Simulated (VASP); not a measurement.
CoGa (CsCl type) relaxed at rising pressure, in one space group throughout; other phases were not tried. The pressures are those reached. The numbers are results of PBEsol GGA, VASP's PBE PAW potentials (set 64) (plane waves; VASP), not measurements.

```tsv
P (GPa)	V (Å³/atom)	k-mesh
0.01	11.458	13×13×13
4.92	11.195	13×13×13
9.91	10.960	13×13×13
19.79	10.563	13×13×13
29.76	10.229	13×13×13
```

Problem. Fit an equation of state and predict the volume at 44.88 GPa.

Solution. Least squares on the third-order Birch-Murnaghan form, P = (3B0/2)(y⁷ − y⁵)[1 + (3/4)(B′ − 4)(y² − 1)] with y = (V0/V)^(1/3), gives V0 = 11.458 Å³/atom, B0 = 201 GPa and B′ = 4.7, and so 9.812 Å³/atom. The run gave 9.812 Å³/atom, -0.0 % from the fit.

Pressures at which the relaxation failed are left out.

The compound is CoGa in the CsCl type structure. The run is not spin-polarised, so no magnetic state was tried.
